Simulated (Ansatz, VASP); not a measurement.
# Au (Au(110)): VASP beside Ansatz

One calculation is typed for both programs; each brings its own data sets and cutoff. How far apart do they land? Other levels of theory on this material are compared in a session of their own.

Calculated with Ansatz 0.2.0; plane waves, with VASP 6.6.1 beside it; single point at RPBE.

## Step 1: The structure

The cell holds 7 atoms: 7 Au. Its edges and angles: a = 4.080 Å, b = 2.885 Å, c = 26.655 Å, α = 90.0°, β = 90.0°, γ = 90.0°. Vacuum lies along c.

## Step 2: VASP: single point, RPBE

With cell and atoms fixed, the geometry can't cause a difference; cores, projectors, grids and the points listed under the comparison can.

Lines of VASP's logs that name or quote its potential files are left out, and so is its time.

The input, INCAR:

```
SYSTEM = Au
PREC = Normal
ENCUT = 350
EDIFF = 1E-06
NELM = 120
ISMEAR = 1
SIGMA = 0.1
LREAL = .FALSE.
ALGO = Normal
GGA = RP
NBANDS = 47
LORBIT = 11
LWAVE = .FALSE.
LCHARG = .FALSE.
KPAR = 4
IDIPOL = 3
LDIPOL = .TRUE.
DIPOL = 0.5 0.5 0.5
LVHAR = .TRUE.
LVACPOTAV = .TRUE.
```

The input, POSCAR:

```
Au
1.0
    4.0800000000      0.0000000000      0.0000000000
    0.0000000000      2.8849956672      0.0000000000
    0.0000000000      0.0000000000     26.6549870017
Au
7
Direct
    0.0000000000      0.0000000000      0.3376478855
    0.5000000000      0.5000000000      0.3917652570
    0.0000000000      0.0000000000      0.4458826285
    0.5000000000      0.5000000000      0.5000000000
    0.0000000000      0.0000000000      0.5541173715
    0.5000000000      0.5000000000      0.6082347430
    0.0000000000      0.0000000000      0.6623521145
```

The input, KPOINTS:

```
Automatic mesh
0
Gamma
6 9 1
0 0 0
```

PAW data sets: Au (PBE family, release 64).

Started as:

```console
mpirun -np 4 vasp_std
```

Numbers of over 12 decimals in the logs are rounded to 6 here.

The program printed:

```text
[banner, memory and clock lines left out]
running    4 mpi-ranks, on    1 nodes
 distrk:  each k-point on    1 cores,    4 groups
 distr:  one band on    1 cores,    1 groups

 POSCAR found type information on POSCAR Au
 POSCAR found :  1 types and       7 ions
|                                                                             |
|               ----> ADVICE to this user running VASP <----                  |
|                                                                             |
|     You enforced a specific xc type in the INCAR file but a different       |
|     [... a line on the potential file left out ...]
|     I HOPE YOU KNOW WHAT YOU ARE DOING!                                     |
|                                                                             |

 LDA part: xc-table for (Slater+PW92), standard interpolation
 POSCAR, INCAR and KPOINTS ok, starting setup
 FFT: planning ... GRIDC
 FFT: planning ... GRID_SOFT
 FFT: planning ... GRID
 WAVECAR not read
 entering main loop
       N       E                     dE             d eps       ncg     rms          rms(c)
DAV:   1     0.450595782851E+03    0.45060E+03   -0.28135E+04  1888   0.102E+03
DAV:   2     0.466107561373E+01   -0.44593E+03   -0.41869E+03  2305   0.248E+02
DAV:   3    -0.181722343568E+02   -0.22833E+02   -0.21765E+02  2121   0.538E+01
DAV:   4    -0.186631358921E+02   -0.49090E+00   -0.48942E+00  2255   0.812E+00
DAV:   5    -0.186753273096E+02   -0.12191E-01   -0.12182E-01  2178   0.125E+00    0.212E+01
DAV:   6    -0.173332627914E+02    0.13421E+01   -0.41533E+00  2094   0.137E+01    0.148E+01
DAV:   7    -0.173685795788E+02   -0.35317E-01   -0.17404E+00  2035   0.123E+01    0.407E+00
DAV:   8    -0.172265554804E+02    0.14202E+00   -0.88582E-01  2008   0.117E+01    0.185E+00
DAV:   9    -0.172061174806E+02    0.20438E-01   -0.97550E-02  2110   0.274E+00    0.339E-01
DAV:  10    -0.172055338128E+02    0.58367E-03   -0.77360E-03  2194   0.608E-01    0.139E-01
DAV:  11    -0.172055188013E+02    0.15011E-04   -0.45269E-04  2132   0.139E-01    0.761E-02
DAV:  12    -0.172055596156E+02   -0.40814E-04   -0.15789E-04  2064   0.802E-02    0.279E-02
DAV:  13    -0.172055560846E+02    0.35310E-05   -0.25311E-05  2096   0.313E-02    0.872E-03
DAV:  14    -0.172055591702E+02   -0.30856E-05   -0.29093E-06  1712   0.982E-03    0.389E-03
DAV:  15    -0.172055609835E+02   -0.18133E-05   -0.60205E-07  1263   0.502E-03    0.189E-03
DAV:  16    -0.172055625780E+02   -0.15945E-05   -0.35419E-07  1276   0.439E-03    0.106E-03
DAV:  17    -0.172055642636E+02   -0.16856E-05   -0.13909E-07  1262   0.190E-03    0.551E-04
DAV:  18    -0.172055656276E+02   -0.13640E-05   -0.75743E-08  1283   0.107E-03    0.311E-04
DAV:  19    -0.172055670027E+02   -0.13751E-05   -0.66763E-08  1290   0.824E-04    0.262E-04
DAV:  20    -0.172055675603E+02   -0.55757E-06   -0.24882E-08  1275   0.539E-04
|                                                                             |
|           W    W    AA    RRRRR   N    N  II  N    N   GGGG   !!!           |
|           W    W   A  A   R    R  NN   N  II  NN   N  G    G  !!!           |
|           W    W  A    A  R    R  N N  N  II  N N  N  G       !!!           |
|           W WW W  AAAAAA  RRRRR   N  N N  II  N  N N  G  GGG   !            |
|           WW  WW  A    A  R   R   N   NN  II  N   NN  G    G                |
|           W    W  A    A  R    R  N    N  II  N    N   GGGG   !!!           |
|                                                                             |
|     Did not find any points to average over, which means that no vacuum     |
|     field-free region was found. Please increase the size of  your cell     |
|     in the dimension of the dipole correction to obtain accurate            |
|     workfunction values.                                                    |
|                                                                             |

   1 F= -.17205568E+02 E0= -.17204073E+02  d E =-.448300E-02
```

Parts of OUTCAR (step 2):

```text
ion  position               nearest neighbor table
   1  0.000  0.000  0.338-   2 2.88   2 2.88   2 2.88   2 2.88   3 2.88
   2  0.500  0.500  0.392-   3 2.88   3 2.88   3 2.88   3 2.88   1 2.88   1 2.88   1 2.88   1 2.88
                             4 2.88
   3  0.000  0.000  0.446-   2 2.88   4 2.88   2 2.88   4 2.88   2 2.88   4 2.88   2 2.88   4 2.88
                             5 2.88   1 2.88
   4  0.500  0.500  0.500-   3 2.88   5 2.88   3 2.88   5 2.88   3 2.88   5 2.88   3 2.88   5 2.88
                             2 2.88   6 2.88
   5  0.000  0.000  0.554-   4 2.88   6 2.88   4 2.88   6 2.88   4 2.88   6 2.88   4 2.88   6 2.88
                             3 2.88   7 2.88
   6  0.500  0.500  0.608-   5 2.88   5 2.88   5 2.88   5 2.88   7 2.88   7 2.88   7 2.88   7 2.88
                             4 2.88
   7  0.000  0.000  0.662-   6 2.88   6 2.88   6 2.88   6 2.88   5 2.88

  LATTYP: Found a simple orthorhombic cell.
 ALAT       =     2.8849956672
 B/A-ratio  =     1.4142135624
 C/A-ratio  =     9.2391774812

 Subroutine GETGRP returns: Found  8 space group operations
 (whereof  8 operations were pure point group operations)

The static configuration has the point symmetry D_2h.

 Found     20 irreducible k-points:

   k-points           NKPTS =     20   k-points in BZ     NKDIM =     20   number of bands    NBANDS=     47

   dimension x,y,z NGX =    20 NGY =   14 NGZ =  126
   dimension x,y,z NGXF=    40 NGYF=   28 NGZF=  252

   ENCUT  =  350.0 eV  25.72 Ry    5.07 a.u.   6.22  4.40 40.66*2*pi/ulx,y,z

   NELECT =      77.0000    total number of electrons

 k-points in reciprocal lattice and weights: Automatic mesh
   0.00000000  0.00000000  0.00000000       0.019
   0.16666667  0.00000000  0.00000000       0.037
   0.33333333  0.00000000  0.00000000       0.037
   0.50000000  0.00000000  0.00000000       0.019
   0.00000000  0.11111111  0.00000000       0.037
   0.16666667  0.11111111  0.00000000       0.074
   0.33333333  0.11111111  0.00000000       0.074
   0.50000000  0.11111111  0.00000000       0.037
   0.00000000  0.22222222  0.00000000       0.037
[...]
0.33333333  0.44444444  0.00000000       0.074
   0.50000000  0.44444444  0.00000000       0.037

 dipolmoment           0.000000      0.000000     -0.000000 electrons x Angstroem

 average (electrostatic) potential at core
       1 -72.2992       2 -72.9101       3 -73.0265       4 -73.1389       5 -73.0265
       6 -72.9101       7 -72.2992

 E-fermi :   0.6107

 k-point     1 :       0.0000    0.0000    0.0000
  band No.  band energies     occupation
    ...
     35      -1.3687      2.00000
     36      -1.3329      2.00000
     37      -1.1235      2.00000
     38      -0.9898      2.00000
     39      -0.5300      2.00000
     40       1.0288     -0.00000
     41       2.6908      0.00000
     42       3.0466      0.00000
     43       4.6747      0.00000
     44       4.7925      0.00000
    ...

 k-point     2 :       0.1667    0.0000    0.0000
  band No.  band energies     occupation
    ...
     35      -1.4050      2.00000
     36      -1.3420      2.00000
     37      -1.1327      2.00000
     38      -1.1026      2.00000
     39      -0.4880      2.00000
     40       0.8444     -0.00466
     41       1.3088     -0.00000
     42       2.6119      0.00000
     43       3.4264      0.00000
     44       4.6054      0.00000
    ...

 k-point     3 :       0.3333    0.0000    0.0000
  band No.  band energies     occupation
    ...
     37      -1.1838      2.00000
     38      -1.1702      2.00000
     39      -1.0490      2.00000
     40      -0.3627      2.00000
     41       0.4517      2.04702
     42       1.7272     -0.00000
     43       1.8071     -0.00000
     44       2.8639      0.00000
     45       5.2224      0.00000
     46       5.8839      0.00000
    ...

  Total        4.5360453      4.2726658      5.6709759      0.0000000      0.0000000      0.0000000
  in kB       23.1634990     21.8185410     28.9590679      0.0000000      0.0000000      0.0000000
  external PRESSURE =      24.6470360 kB  Pullay stress =       0.0000000 kB

  energy-cutoff  :      350.00
  volume of cell :      313.75
      direct lattice vectors                 reciprocal lattice vectors
     4.080000000  0.000000000  0.000000000     0.245098039  0.000000000  0.000000000
     0.000000000  2.884995667  0.000000000     0.000000000  0.346620971  0.000000000
     0.000000000  0.000000000 26.654987002     0.000000000  0.000000000  0.037516432

 POSITION                                       TOTAL-FORCE (eV/Angst)
 -----------------------------------------------------------------------------------
      0.00000      0.00000      9.00000         0.000000      0.000000     -0.259780
      2.04000      1.44250     10.44250         0.000000      0.000000     -0.696516
      0.00000      0.00000     11.88500         0.000000      0.000000     -0.011571
      2.04000      1.44250     13.32749         0.000000      0.000000      0.000000
      0.00000      0.00000     14.76999        -0.000000      0.000000      0.011571
      2.04000      1.44250     16.21249         0.000000      0.000000      0.696516
      0.00000      0.00000     17.65499         0.000000      0.000000      0.259780
 -----------------------------------------------------------------------------------
    total drift:                               -0.000000      0.000000      0.000000

  FREE ENERGIE OF THE ION-ELECTRON SYSTEM (eV)
  ---------------------------------------------------
  free  energy   TOTEN  =       -17.2055675603 eV

  energy  without entropy=      -17.2010845566  energy(sigma->0) =      -17.20407323

 vacuum level on the upper side and lower side of the slab         5.411         5.411

 total charge
# of ion       s       p       d       tot
------------------------------------------
    1        0.559   0.206   8.815   9.580
    2        0.534   0.330   8.767   9.631
    3        0.535   0.351   8.779   9.666
    4        0.533   0.361   8.766   9.660
    5        0.535   0.351   8.779   9.666
    6        0.534   0.330   8.767   9.631
    7        0.559   0.206   8.815   9.580
--------------------------------------------------
tot          3.789   2.137  61.487  67.413

[... 3 further parts left out ...]
```

(Continued in part 2 of 2.)

[Lines on the potential files, build, host, timing and source positions are cut from VASP's logs without a mark.]

[Logs are printed without paths, hosts, clocks, repeated set-up lines and the standing remarks that a program may print on its own settings, such as how far it seeks lower states.]

[Hosts, paths, dates, database ids (printed as entryN), source tags and the programs' standing remarks are cut or masked in the printed files.]
